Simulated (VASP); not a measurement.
# SrCa (R-3m) in VASP: single point with LDA

Aim: the single point of SrCa with LDA.

All numbers are computed with VASP 6.6.1; they aren't measurements. Logs are shortened: lines on timing, memory, paths and dates and some standing lists are left out, and cuts for length are marked.

### Step 1. The structure

It takes space group R-3m (No. 166, trigonal). Conventional cell: a = 4.135 Å, b = 4.135 Å, c = 20.205 Å, α = 90.00°, β = 90.00°, γ = 120.00°. Sr (site symmetry -3m) is surrounded by 6 Ca at 4.13 Å and 6 Sr at 4.13 Å. Ca (site symmetry -3m) is surrounded by 6 Sr at 4.13 Å and 6 Ca at 4.13 Å.

The cell comes from a database or a generator and needn't be the stable form of this composition.

### Step 2. Single point, LDA

INCAR

```
SYSTEM = SrCa
PREC = Accurate
ENCUT = 520
EDIFF = 1E-7
ISMEAR = 0
SIGMA = 0.1
LREAL = .FALSE.
LASPH = .TRUE.
NELM = 100
ALGO = Normal
ISIF = 2
LWAVE = .FALSE.
LCHARG = .FALSE.
GGA = CA
NBANDS = 17
```

KPOINTS

```
regular mesh
0
G
  6 6 6
  0 0 0
```

POSCAR

```
SrCa
1.0
    2.0673741448      1.1935990190      6.7349910262
   -2.0673741448      1.1935990190      6.7349910262
    0.0000000000     -2.3871980380      6.7349910262
Sr Ca
1 1
Direct
    0.5000000000      0.5000000000      0.5000000000
    0.0000000000      0.0000000000      0.0000000000
```

Potentials or basis: VASP PAW LDA potentials, release 64 (Sr_sv, Ca_sv).

Started as:

```sh
$ cat potpaw_LDA.64/Sr_sv/POTCAR potpaw_LDA.64/Ca_sv/POTCAR > POTCAR
$ mpirun -np 1 vasp_std > vasp.out
```

OUTCAR:

```text
SYSTEM = SrCa
   PREC = Accurate
   ENCUT = 520
   EDIFF = 1E-7
   ISMEAR = 0
   LREAL = .FALSE.
   LASPH = .TRUE.
   NELM = 100
   ISIF = 2
   GGA = CA

 ion  position               nearest neighbor table
   1  0.500  0.500  0.500-   2 4.13   2 4.13   2 4.13   2 4.13   2 4.13   2 4.13
   2  0.000  0.000  0.000-   1 4.13   1 4.13   1 4.13   1 4.13   1 4.13   1 4.13

  LATTYP: Found a trigonal (rhomboedric) cell.
 ALAT       =     7.1455453673
 COS(alpha) =     0.8325838328

  Lattice vectors:

 A1 = (   2.0673741448,   1.1935990190,   6.7349910262)
 A2 = (  -2.0673741448,   1.1935990190,   6.7349910262)
 A3 = (   0.0000000000,  -2.3871980380,   6.7349910262)

Analysis of symmetry for initial positions (statically):
=====================================================================
 Subroutine PRICEL returns:
 Original cell was already a primitive cell.

 Routine SETGRP: Setting up the symmetry group for a
 trigonal (rhombohedral) supercell.

 Subroutine GETGRP returns: Found 12 space group operations
 (whereof 12 operations were pure point group operations)
 out of a pool of 12 trial point group operations.

The static configuration has the point symmetry D_3d.

Analysis of symmetry for dynamics (positions and initial velocities):
=====================================================================
 Subroutine PRICEL returns:
 Original cell was already a primitive cell.

 Routine SETGRP: Setting up the symmetry group for a
 trigonal (rhombohedral) supercell.

 Subroutine GETGRP returns: Found 12 space group operations
 (whereof 12 operations were pure point group operations)
 out of a pool of 12 trial point group operations.

The dynamic configuration has the point symmetry D_3d.

 Subroutine INISYM returns: Found 12 space group operations
 (whereof 12 operations are pure point group operations),
 and found     1 'primitive' translations

----------------------------------------------------------------------------------------

                                     Primitive cell

  volume of cell :      99.7162

  direct lattice vectors                    reciprocal lattice vectors
     2.067374145  1.193599019  6.734991026     0.241852691  0.139633716  0.049492766
    -2.067374145  1.193599019  6.734991026    -0.241852691  0.139633716  0.049492766
     0.000000000 -2.387198038  6.734991026     0.000000000 -0.279267432  0.049492766

  length of vectors
     7.145545367  7.145545367  7.145545367     0.283619168  0.283619168  0.283619168

  position of ions in fractional coordinates (direct lattice)
     0.500000000  0.500000000  0.500000000
     0.000000000  0.000000000  0.000000000

  ion indices of the primitive-cell ions
   primitive index   ion index
                 1           1
                 2           2

----------------------------------------------------------------------------------------

 KPOINTS: regular mesh

Automatic generation of k-mesh.
 Grid dimensions read from file:
 generate k-points for:    6    6    6

 Generating k-lattice:

  Cartesian coordinates                     Fractional coordinates (reciprocal lattice)
     0.040308782  0.023272286  0.008248794     0.166666667 -0.000000000 -0.000000000
    -0.040308782  0.023272286  0.008248794    -0.000000000  0.166666667 -0.000000000
     0.000000000 -0.046544572  0.008248794    -0.000000000 -0.000000000  0.166666667

  Length of vectors
     0.047269861  0.047269861  0.047269861

  Shift w.r.t. Gamma in fractional coordinates (k-lattice)
     0.000000000  0.000000000  0.000000000

 Subroutine IBZKPT returns following result:
 ===========================================

 Found     32 irreducible k-points:

 Following reciprocal coordinates:
            Coordinates               Weight
  0.000000  0.000000  0.000000      1.000000
  0.166667  0.000000  0.000000      6.000000
  0.333333  0.000000 -0.000000      6.000000
  0.500000  0.000000  0.000000      3.000000
  0.166667  0.166667 -0.000000      6.000000
  0.333333  0.166667  0.000000     12.000000
[... 16 lines left out ...]
  0.500000  0.500000  0.166667      6.000000
 -0.333333  0.500000  0.166667     12.000000
 [... further k-points ...]
   k-points           NKPTS =     32   k-points in BZ     NKDIM =     32   number of bands    NBANDS=     17
   number of dos      NEDOS =    301   number of ions     NIONS =      2
   total plane-waves  NPLWV = 157464
   dimension x,y,z NGX =    54 NGY =   54 NGZ =   54
   dimension x,y,z NGXF=   108 NGYF=  108 NGZF=  108
   ions per type =               1   1
   NGX,Y,Z   is equivalent  to a cutoff of  12.56, 12.56, 12.56 a.u.
   NGXF,Y,Z  is equivalent  to a cutoff of  25.13, 25.13, 25.13 a.u.
 SYSTEM =  SrCa
   PREC   = accura    normal or accurate (medium, high low for compatibility)
   ISTART =      0    job   : 0-new  1-cont  2-samecut
   ICHARG =      2    charge: 1-file 2-atom 10-const
   ISPIN  =      1    spin polarized calculation?
   LNONCOLLINEAR =      F non collinear calculations
   LSORBIT =      F    spin-orbit coupling
   LASPH  =      T    aspherical Exc in radial PAW
   ENCUT  =  520.0 eV  38.22 Ry    6.18 a.u.  13.29 13.29 13.29*2*pi/ulx,y,z
   NELM   =    100;   NELMIN=  2; NELMDL= -5     # of ELM steps
   EDIFF  = 0.1E-06   stopping-criterion for ELM
   LREAL  =      F    real-space projection
   EDIFFG = 0.1E-05   stopping-criterion for IOM
   NSW    =      0    number of steps for IOM
   IBRION =     -1    ionic relax: 0-MD 1-quasi-New 2-CG
   NFREE  =      0    steps in history (QN), initial steepest desc. (CG)
   ISIF   =      2    stress and relaxation
   ISYM   =      2    0-nonsym 1-usesym 2-fastsym
   POTIM  = 0.5000    time-step for ionic-motion
   TEBEG  =    0.0;   TEEND  =   0.0 temperature during run
   PSTRESS=    0.0 pullay stress
   NELECT =      20.0000    total number of electrons
   NUPDOWN=      -1.0000    fix difference up-down
   EMIN   =  10.00;   EMAX   =-10.00  energy-range for DOS
   EFERMI =   0.00;   METHOD = LEGACY
   ISMEAR =     0;   SIGMA  =   0.10  broadening in eV -4-tet -1-fermi 0-gaus
   EFERMI_NEDOS =   21; number of points for ismear=-14 and -15
   IALGO  =     38    algorithm
   IMIX   =      4    mixing-type and parameters
     AMIX     =   0.40;   BMIX     =  1.00
     AMIX_MAG =   1.60;   BMIX_MAG =  1.00
  volume/ion in A,a.u.               =      49.86       336.46
  Fermi-wavevector in a.u.,A,eV,Ry     =   0.958288  1.810902 12.494456  0.918317
  Thomas-Fermi vector in A             =   2.087382
   LORBIT       =      0    0 simple, 1 ext, 2 COOP (PROOUT), +10 PAW based schemes
   GGA     = CA    functional components
   LHFCALC =     F    Hartree Fock is set to
   AEXX    =    0.0000 exact exchange contribution
   IVDW    =     0    specifies the selected vdW correction
   LEPSILON=     F    determine dielectric tensor
   LRPA    =     F    only Hartree local field effects (RPA)
 non-spin polarized calculation
 Gauss-broadening in eV      SIGMA  =   0.10
  energy-cutoff  :      520.00
  volume of cell :       99.72
 maximum number of plane-waves:      2713
 NGX is ok and might be reduce to    54
   NGX = 27   NGY = 27   NGZ = 27

 number of electron      19.9999999 magnetization

 Free energy of the ion-electron system (eV)
  ---------------------------------------------------
  ext. energy  EPLUGINS =         0.00000000
  ---------------------------------------------------
  free energy    TOTEN  =        -3.95415937 eV

  energy without entropy =       -3.93134251  energy(sigma->0) =       -3.94275094

 E-fermi :   1.4825     XC(G=0):  -7.6563

 val. band max:        1.4776767973   @ k =  -0.3333   0.1667  -0.0000
 cond. band min:       1.4913277104   @ k =  -0.1667   0.1667   0.0000
 fundamental gap:      0.0136509131
 Fermi energy:         1.4824765549

 k-point     1 :       0.0000    0.0000    0.0000
  band No.  band energies     occupation
      1     -40.4161      2.00000
      2     -34.7996      2.00000
      3     -21.6957      2.00000
      4     -21.6516      2.00000
      5     -21.6516      2.00000
      6     -16.8901      2.00000
[... 9 lines left out ...]
     16       3.6512      0.00000
     17       4.7457      0.00000

 k-point     2 :       0.1667    0.0000    0.0000
  band No.  band energies     occupation
      1     -40.4151      2.00000
      2     -34.7958      2.00000
      3     -21.6936      2.00000
      4     -21.6663      2.00000
      5     -21.6552      2.00000
      6     -16.8828      2.00000
[... 9 lines left out ...]
     16       3.7996      0.00000
     17       4.4075      0.00000

 k-point     3 :       0.3333    0.0000   -0.0000
  band No.  band energies     occupation
      1     -40.4129      2.00000
      2     -34.7884      2.00000
      3     -21.6954      2.00000
      4     -21.6894      2.00000
      5     -21.6624      2.00000
      6     -16.9509      2.00000
[... 9 lines left out ...]
     16       4.2466      0.00000
     17       4.5494      0.00000

 k-point     4 :       0.5000    0.0000    0.0000
  band No.  band energies     occupation
      1     -40.4118      2.00000
      2     -34.7846      2.00000
      3     -21.7099      2.00000
      4     -21.6873      2.00000
      5     -21.6660      2.00000
      6     -17.0028      2.00000
[... 9 lines left out ...]
     16       4.5636      0.00000
     17       4.9543      0.00000

 k-point     5 :       0.1667    0.1667   -0.0000
  band No.  band energies     occupation
      1     -40.4151      2.00000
      2     -34.7958      2.00000
      3     -21.6935      2.00000
      4     -21.6663      2.00000
      5     -21.6553      2.00000
      6     -16.8829      2.00000
[... 9 lines left out ...]
     16       3.8030      0.00000
     17       4.5918      0.00000

 k-point     6 :       0.3333    0.1667    0.0000
  band No.  band energies     occupation
      1     -40.4135      2.00000
      2     -34.7902      2.00000
      3     -21.6905      2.00000
      4     -21.6855      2.00000
      5     -21.6634      2.00000
      6     -16.9144      2.00000
[... 9 lines left out ...]
     16       4.0408      0.00000
     17       4.2925      0.00000

 k-point     7 :       0.5000    0.1667    0.0000
  band No.  band energies     occupation
      1     -40.4118      2.00000
      2     -34.7846      2.00000
      3     -21.7026      2.00000
      4     -21.6874      2.00000
      5     -21.6735      2.00000
      6     -16.9758      2.00000
[... 9 lines left out ...]
     16       4.3134      0.00000
     17       4.7534      0.00000

 k-point     8 :      -0.3333    0.1667   -0.0000
  band No.  band energies     occupation
      1     -40.4118      2.00000
      2     -34.7846      2.00000
      3     -21.7026      2.00000
      4     -21.6874      2.00000
      5     -21.6735      2.00000
      6     -16.9759      2.00000
[... 9 lines left out ...]
     16       4.0937      0.00000
     17       4.7232      0.00000
[... 203 lines left out ...]
      1     -40.4151      2.00000
      2     -34.7958      2.00000
      3     -21.6933      2.00000
      4     -21.6663      2.00000
      5     -21.6553      2.00000
      6     -16.8838      2.00000
[... 9 lines left out ...]
     16       3.8925      0.00000
     17       4.6156      0.00000

 k-point    20 :       0.5000    0.3333    0.1667
  band No.  band energies     occupation
      1     -40.4135      2.00000
      2     -34.7902      2.00000
      3     -21.6904      2.00000
      4     -21.6855      2.00000
      5     -21.6634      2.00000
      6     -16.9141      2.00000
[... 9 lines left out ...]
     16       4.1813      0.00000
     17       4.4242      0.00000

 k-point    21 :      -0.3333    0.3333    0.1667
  band No.  band energies     occupation
      1     -40.4118      2.00000
      2     -34.7846      2.00000
      3     -21.7027      2.00000
      4     -21.6875      2.00000
      5     -21.6735      2.00000
      6     -16.9755      2.00000
[... 9 lines left out ...]
     16       4.5382      0.00000
     17       4.9305      0.00000

 k-point    22 :      -0.1667    0.3333    0.1667
  band No.  band energies     occupation
      1     -40.4118      2.00000
      2     -34.7846      2.00000
      3     -21.7026      2.00000
      4     -21.6875      2.00000
      5     -21.6735      2.00000
      6     -16.9757      2.00000
[... 9 lines left out ...]
     16       4.1621      0.00000
     17       4.8614      0.00000

 k-point    23 :       0.5000    0.5000    0.1667
  band No.  band energies     occupation
      1     -40.4129      2.00000
      2     -34.7884      2.00000
      3     -21.6956      2.00000
      4     -21.6895      2.00000
      5     -21.6625      2.00000
      6     -16.9503      2.00000
[... 9 lines left out ...]
     16       4.4567      0.00000
     17       5.0717      0.00000

 k-point    24 :      -0.3333    0.5000    0.1667
  band No.  band energies     occupation
      1     -40.4118      2.00000
      2     -34.7846      2.00000
      3     -21.7027      2.00000
      4     -21.6875      2.00000
      5     -21.6735      2.00000
      6     -16.9753      2.00000
[... 9 lines left out ...]
     16       4.6982      0.00000
     17       5.0421      0.00000

 [... further k-points ...]
[... 5 lines left out ...]
  --------------------------------------------------------------------------------------
  -------------------------------------------------------------------------------------
  Total       -1.1183023     -1.1183023     -1.2091497     -0.0000000      0.0000000      0.0000000
  in kB      -17.9681767    -17.9681767    -19.4278552     -0.0000000      0.0000000      0.0000000
  external PRESSURE =     -18.4547362 kB  Pullay stress =       0.0000000 kB

 VOLUME and BASIS-vectors are now :
 -----------------------------------------------------------------------------
  energy-cutoff  :      520.00
  volume of cell :       99.72
      direct lattice vectors                 reciprocal lattice vectors
     2.067374145  1.193599019  6.734991026     0.241852691  0.139633716  0.049492766
    -2.067374145  1.193599019  6.734991026    -0.241852691  0.139633716  0.049492766
     0.000000000 -2.387198038  6.734991026     0.000000000 -0.279267432  0.049492766

 POSITION                                       TOTAL-FORCE (eV/Angst)
 -----------------------------------------------------------------------------------
      0.00000      0.00000     10.10249         0.000000      0.000000     -0.000000
      0.00000      0.00000      0.00000        -0.000000     -0.000000      0.000000
 -----------------------------------------------------------------------------------
    total drift:                                0.000000     -0.000000      0.000000

  FREE ENERGIE OF THE ION-ELECTRON SYSTEM (eV)
  ---------------------------------------------------
  free  energy   TOTEN  =        -3.9541593697 eV

  energy  without entropy=       -3.9313425073  energy(sigma->0) =       -3.94275094
```

Wall time 75 s (1 thread of Intel Xeon 6975P-C (Granite Rapids), shared host); peak memory 0.32 GiB.

What came out:

```yaml
Free_energy: -3.9542 eV
Pressure: -1.8 GPa
Band_gap_on_the_k_mesh: none (metal or under the smearing width)
```

Levels at points of the mesh, in eV from the Fermi level:
```csv
k point,band 7,band 8,band 9,band 10,band 11,band 12,band 13,band 14
"(0.00, 0.00, 0.00)",-18.27,-18.27,-3.78,-1.10,0.02,1.96,1.96,2.12
"(0.50, 0.00, 0.00)",-18.34,-18.32,-0.91,-0.69,0.13,0.53,1.21,1.27
"(0.50, 0.50, 0.00)",-18.34,-18.32,-1.13,-0.56,-0.03,0.40,1.04,1.99
"(0.50, 0.50, 0.50)",-18.27,-18.27,-2.82,-2.81,1.23,1.26,2.09,2.09
```
